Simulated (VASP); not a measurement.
Output of a VASP run:

File OSZICAR:
```
       N       E                     dE             d eps       ncg     rms          rms(c)
DAV:   1     0.189079376655E+02    0.18908E+02   -0.50298E+03   694   0.934E+02
DAV:   2    -0.957108942557E+01   -0.28479E+02   -0.27859E+02   685   0.172E+02
DAV:   3    -0.101871682646E+02   -0.61608E+00   -0.61442E+00   832   0.232E+01
DAV:   4    -0.101972226357E+02   -0.10054E-01   -0.10052E-01   823   0.249E+00
DAV:   5    -0.101974176550E+02   -0.19502E-03   -0.19502E-03   796   0.234E-01    0.438E+00
DAV:   6    -0.969869206315E+01    0.49873E+00   -0.25054E+00   644   0.120E+01    0.149E+00
DAV:   7    -0.970352562599E+01   -0.48336E-02   -0.21111E-02   830   0.159E+00    0.910E-01
DAV:   8    -0.971070022151E+01   -0.71746E-02   -0.16685E-02   807   0.170E+00    0.991E-02
DAV:   9    -0.971081102796E+01   -0.11081E-03   -0.10969E-03   725   0.344E-01    0.414E-02
DAV:  10    -0.971088998310E+01   -0.78955E-04   -0.14123E-04   697   0.116E-01    0.116E-02
DAV:  11    -0.971088849876E+01    0.14843E-05   -0.57621E-06   820   0.278E-02    0.150E-03
DAV:  12    -0.971088849347E+01    0.52886E-08   -0.35744E-07   663   0.654E-03
   1 F= -.97108885E+01 E0= -.97108885E+01  d E =-.104786E-44
```

OUTCAR:
```
------------------------ aborting loop because EDIFF is reached ----------------------------------------
  FORCE on cell =-STRESS in cart. coord.  units (eV):
  Direction    XX          YY          ZZ          XY          YZ          ZX
  --------------------------------------------------------------------------------------
  Total       -1.1394623     -1.1394623     -1.1394623      0.0000000      0.0000000      0.0000000
  in kB     -111.0700749   -111.0700749   -111.0700749      0.0000000      0.0000000      0.0000000
  external PRESSURE =    -111.0700749 kB  Pullay stress =       0.0000000 kB
  volume of cell :       16.44
      direct lattice vectors                 reciprocal lattice vectors
     0.000000000  2.018031000  2.018031000    -0.247766263  0.247766263  0.247766263
     2.018031000  0.000000000  2.018031000     0.247766263 -0.247766263  0.247766263
     2.018031000  2.018031000  0.000000000     0.247766263  0.247766263 -0.247766263
  FREE ENERGIE OF THE ION-ELECTRON SYSTEM (eV)
  ---------------------------------------------------
  free  energy   TOTEN  =        -9.7108884935 eV

  energy  without entropy=       -9.7108884935  energy(sigma->0) =       -9.71088849
```
(Selected blocks of OUTCAR.)

File POSCAR:
```
LiF
1
    0.0000000000     2.0180310000     2.0180310000
    2.0180310000     0.0000000000     2.0180310000
    2.0180310000     2.0180310000     0.0000000000
Li F
1 1
Direct
  0.0000000000   0.0000000000   0.0000000000
  0.5000000000   0.5000000000   0.5000000000
```

Task: Reconstruct the remaining input files.

Result: One answer among several that fit: the input of the run itself, PBE GGA, plane waves, VASP's PBE PAW potentials (set 64).

INCAR:
```
! general
SYSTEM  =  LiF
PREC    =  Accurate
ENCUT   =  400
LREAL   =  .False.
LASPH   =  .True.   ! aspherical one-centre terms

! electronic loop
EDIFF   =  1E-6   ! SCF stop (eV)
NELM    =  100   ! most electronic steps
ALGO    =  Normal   ! blocked Davidson

! smearing
ISMEAR  =  0   ! Gaussian
SIGMA   =  0.01

! functional
GGA     =  PE   ! PBE

! ions
ISIF    =  2   ! forces and stress, cell fixed

! output
LWAVE   =  .False.
LCHARG  =  .False.
```

File KPOINTS:
```
Automatic mesh
0
Gamma
9 9 9
0 0 0
```

POTCAR, in this order: Li_sv F (PBE.64 set). Program: vasp_std.

At this cut-off the stress carries a Pulay error, which pulls relaxed volumes low.

The structure comes from a computed database's LiF entry; how it stands against other phases isn't given here. The cell was not relaxed at this level.
